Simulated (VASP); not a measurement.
OSZICAR of a VASP run on BAs (zinc blende):

### OSZICAR
```
       N       E                     dE             d eps       ncg     rms          rms(c)
DAV:   1    -0.132791641033E+02   -0.13279E+02   -0.49779E-01   592   0.623E+00    0.243E+00
DAV:   2    -0.132808857588E+02   -0.17217E-02   -0.47114E-03   616   0.584E-01    0.158E+00
DAV:   3    -0.132800888483E+02    0.79691E-03   -0.92112E-04   512   0.218E-01    0.926E-01
DAV:   4    -0.132798514296E+02    0.23742E-03   -0.18001E-04   600   0.104E-01    0.531E-01
DAV:   5    -0.132797669407E+02    0.84489E-04   -0.36124E-05   664   0.495E-02    0.301E-01
DAV:   6    -0.132797390205E+02    0.27920E-04   -0.13576E-05   592   0.281E-02    0.170E-01
DAV:   7    -0.132797309148E+02    0.81057E-05   -0.40528E-06   552   0.160E-02    0.957E-02
DAV:   8    -0.132797285127E+02    0.24021E-05   -0.10582E-06   248   0.939E-03    0.544E-02
DAV:   9    -0.132797282115E+02    0.30120E-06   -0.41858E-07   272   0.607E-03
   1 F= -.13279728E+02 E0= -.13279728E+02  d E =-.714231E-16
       N       E                     dE             ncg
```

Task: Which electronic solver shows in the log?

Result: It is blocked Davidson (ALGO = Normal, or the opening steps of other solvers). The INCAR had ALGO = Normal.

Task: Can the final energy be trusted as converged?

Result: The run converged. It stopped with EDIFF = 1E-6, NELM = 60 (HSE06 screened hybrid, plane waves, VASP's PBE PAW potentials (set 64)).

The compound is BAs in the zinc blende structure. It was relaxed first. The cell's shape comes from a PBE relaxation.
